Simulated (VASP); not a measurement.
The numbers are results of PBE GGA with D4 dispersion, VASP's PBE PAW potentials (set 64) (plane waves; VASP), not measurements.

A VASP calculation is set up with these files.

**KPOINTS**
```
Automatic mesh
0
gamma
  7 7 7
```

**INCAR**
```
SYSTEM=CdSe
PREC=Accurate; ENCUT=520; LREAL=.False.
LASPH=.True.
EDIFF=1E-6; NELM=100; ALGO=Normal
LMAXMIX=4
ISMEAR=0; SIGMA=0.05
GGA=PE; IVDW=13
IBRION=2; NSW=60; ISIF=3
EDIFFG=-0.01
LWAVE=.False.; LCHARG=.False.
```

**POSCAR**
```
CdSe
1
    0.0000000000     3.0250000000     3.0250000000
    3.0250000000     0.0000000000     3.0250000000
    3.0250000000     3.0250000000     0.0000000000
Cd Se
1 1
Direct
  0.0000000000   0.0000000000   0.0000000000
  0.2500000000   0.2500000000   0.2500000000
```

POTCAR, in this order: Cd Se (PBE.64 set). Program: vasp_std.

The run wrote:

OSZICAR:
```
       N       E                     dE             d eps       ncg     rms          rms(c)
DAV:   1     0.109127434049E+03    0.10913E+03   -0.89555E+03   528   0.124E+03
DAV:   2    -0.111324883041E+01   -0.11024E+03   -0.10627E+03   575   0.292E+02
DAV:   3    -0.579448994168E+01   -0.46812E+01   -0.46685E+01   640   0.622E+01
DAV:   4    -0.581858482801E+01   -0.24095E-01   -0.24093E-01   540   0.443E+00
DAV:   5    -0.581873077964E+01   -0.14595E-03   -0.14595E-03   615   0.316E-01    0.675E+00
DAV:   6    -0.546630577053E+01    0.35243E+00   -0.66385E-01   703   0.110E+01    0.520E+00
DAV:   7    -0.544425799303E+01    0.22048E-01   -0.17274E-01   565   0.318E+00    0.220E+00
DAV:   8    -0.544505859305E+01   -0.80060E-03   -0.16392E-02   525   0.193E+00    0.255E-01
DAV:   9    -0.544516177819E+01   -0.10319E-03   -0.21327E-03   600   0.718E-01    0.556E-02
DAV:  10    -0.544523084132E+01   -0.69063E-04   -0.23980E-04   535   0.231E-01    0.453E-02
DAV:  11    -0.544527367045E+01   -0.42829E-04   -0.73412E-05   535   0.676E-02    0.126E-02
DAV:  12    -0.544527339163E+01    0.27883E-06   -0.62486E-06   625   0.386E-02
   1 F= -.61036961E+01 E0= -.61036961E+01  d E =-.610370E+01
       N       E                     dE             d eps       ncg     rms          rms(c)
DAV:   1    -0.591019768135E+01   -0.46492E+00   -0.89794E+00   565   0.409E+01    0.541E+00
DAV:   2    -0.554254175021E+01    0.36766E+00   -0.87185E-01   540   0.148E+01    0.188E+00
DAV:   3    -0.549866701841E+01    0.43875E-01   -0.10552E-01   555   0.383E+00    0.168E+00
DAV:   4    -0.549284949977E+01    0.58175E-02   -0.81699E-03   530   0.748E-01    0.347E-01
DAV:   5    -0.549249879391E+01    0.35071E-03   -0.13818E-03   605   0.522E-01    0.580E-02
DAV:   6    -0.549250373239E+01   -0.49385E-05   -0.19160E-04   535   0.172E-01    0.326E-02
DAV:   7    -0.549251418611E+01   -0.10454E-04   -0.12927E-05   570   0.273E-02    0.629E-03
DAV:   8    -0.549251416289E+01    0.23219E-07   -0.12153E-06   385   0.167E-02
   2 F= -.61146769E+01 E0= -.61146769E+01  d E =-.109807E-01
       N       E                     dE             d eps       ncg     rms          rms(c)
DAV:   1    -0.551750414743E+01   -0.24990E-01   -0.68700E-01   570   0.109E+01    0.131E+00
DAV:   2    -0.548769816274E+01    0.29806E-01   -0.76794E-02   555   0.439E+00    0.439E-01
DAV:   3    -0.548463939063E+01    0.30588E-02   -0.84206E-03   540   0.102E+00    0.379E-01
DAV:   4    -0.548436047388E+01    0.27892E-03   -0.58937E-04   535   0.243E-01    0.592E-02
DAV:   5    -0.548434964781E+01    0.10826E-04   -0.10160E-04   605   0.152E-01    0.299E-02
DAV:   6    -0.548435306839E+01   -0.34206E-05   -0.18107E-05   545   0.580E-02    0.885E-03
DAV:   7    -0.548435293424E+01    0.13416E-06   -0.95173E-07   425   0.665E-03
   3 F= -.61163732E+01 E0= -.61163732E+01  d E =-.126771E-01
```

**OUTCAR**
```
------------------------ aborting loop because EDIFF is reached ----------------------------------------
  Edisp (eV):   -0.63202
  FORCE on cell =-STRESS in cart. coord.  units (eV):
  Direction    XX          YY          ZZ          XY          YZ          ZX
  --------------------------------------------------------------------------------------
  Total       0.00596     0.00596     0.00596    -0.00000    -0.00000    -0.00000
  in kB       0.16637     0.16637     0.16637    -0.00000    -0.00000    -0.00000
  external pressure =        0.17 kB  Pullay stress =        0.00 kB
  volume of cell :       57.43
      direct lattice vectors                 reciprocal lattice vectors
     0.000000000  3.062254085  3.062254085    -0.163278417  0.163278417  0.163278417
     3.062254085 -0.000000000  3.062254085     0.163278417 -0.163278417  0.163278417
     3.062254085  3.062254085  0.000000000     0.163278417  0.163278417 -0.163278417
  FREE ENERGIE OF THE ION-ELECTRON SYSTEM (eV)
  ---------------------------------------------------
  free  energy   TOTEN  =        -6.1163732363 eV

  energy  without entropy=       -6.1163732363  energy(sigma->0) =       -6.11637324

 reached required accuracy - stopping structural energy minimisation
```
(Selected blocks of OUTCAR.)

File CONTCAR:
```
CdSe
   1.00000000000000
     0.0000000000000000    3.0622540850232252    3.0622540850232252
     3.0622540850232252   -0.0000000000000000    3.0622540850232252
     3.0622540850232252    3.0622540850232252    0.0000000000000000
  Cd              Se
     1     1
Direct
     0.0000000000000000    0.0000000000000000    0.0000000000000000
     0.2500000000000000    0.2500000000000000    0.2500000000000000
```

### OUTCAR
```
 val. band max:        0.7802275834   @ k =   0.0000   0.0000   0.0000

 cond. band min:       1.3460985128   @ k =   0.0000   0.0000   0.0000


 Fermi energy:         1.0180692904

 k-point     1 :       0.0000    0.0000    0.0000
  band No.  band energies     occupation
      1     -11.6988      2.00000
      2      -7.0869      2.00000
      3      -7.0869      2.00000
      4      -7.0869      2.00000
      5      -6.7344      2.00000
      6      -6.7344      2.00000
      7       0.7802      2.00000
      8       0.7802      2.00000
      9       0.7802      2.00000
     10       1.3461      0.00000
     11       6.7139      0.00000
     12       6.7139      0.00000
     13       6.7139      0.00000

 k-point     2 :       0.1429    0.0000    0.0000
  band No.  band energies     occupation
      1     -11.6331      2.00000
      2      -7.0662      2.00000
      3      -7.0662      2.00000
      4      -7.0250      2.00000
      5      -6.7353      2.00000
      6      -6.7353      2.00000
      7      -0.6225      2.00000
      8       0.6267      2.00000
      9       0.6267      2.00000
     10       2.4845      0.00000
     11       6.4786      0.00000
     12       6.9615      0.00000
     13       6.9615      0.00000

 k-point     3 :       0.2857    0.0000    0.0000
  band No.  band energies     occupation
      1     -11.4833      2.00000
      2      -7.0255      2.00000
      3      -7.0255      2.00000
      4      -6.8153      2.00000
      5      -6.7297      2.00000
      6      -6.7297      2.00000
      7      -2.2069      2.00000
      8       0.3159      2.00000
      9       0.3159      2.00000
     10       3.1165      0.00000
     11       6.9410      0.00000
     12       7.2614      0.00000
     13       7.2614      0.00000

 k-point     4 :       0.4286    0.0000    0.0000
  band No.  band energies     occupation
      1     -11.3620      2.00000
      2      -7.0009      2.00000
      3      -7.0009      2.00000
...
```

Energy and stress use the plane-wave basis of the starting cell.

The compound is CdSe in the zinc blende structure, whereas wurtzite is the usual form. This run relaxes it. Symmetry was kept, so distortions that lower it aren't found.
